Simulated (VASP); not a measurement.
Consider the following.

```yaml
crystal:
  lattice:
    - [1.57185, -2.72252, 0.00000]
    - [1.57185, 2.72252, 0.00000]
    - [0.00000, 0.00000, 3.51528]
  atoms:
    - { symbol: Zr, position: [0.00000, 0.00000, 0.00000] }
    - { symbol: B, position: [0.33333, 0.66667, 0.50000] }
    - { symbol: B, position: [0.66667, 0.33333, 0.50000] }
```

The numbers are results of PBE GGA with D3 dispersion (Becke-Johnson damping), VASP's PBE PAW potentials (set 64) (plane waves; VASP), not measurements. Settings: 520 eV cut-off, 13×13×10 Γ-centred mesh, tetrahedra with Blöchl corrections, potentials Zr_sv B.

The cores are frozen, which limits the accuracy of field gradients.

Q: Give the principal components of the electric field gradient (V/Å²) and the asymmetry η at each nucleus.

A: 
```json
[
 {"atom": "Zr1", "Vxx": "-21.0", "Vyy": "-21.0", "Vzz": "42.1", "η": "0.00"},
 {"atom": "B2", "Vxx": "-1.0", "Vyy": "-1.0", "Vzz": "1.9", "η": "0.00"},
 {"atom": "B3", "Vxx": "-1.0", "Vyy": "-1.0", "Vzz": "1.9", "η": "0.00"}
]
```

The compound is ZrB2 in the AlB2 type structure. It was relaxed first.
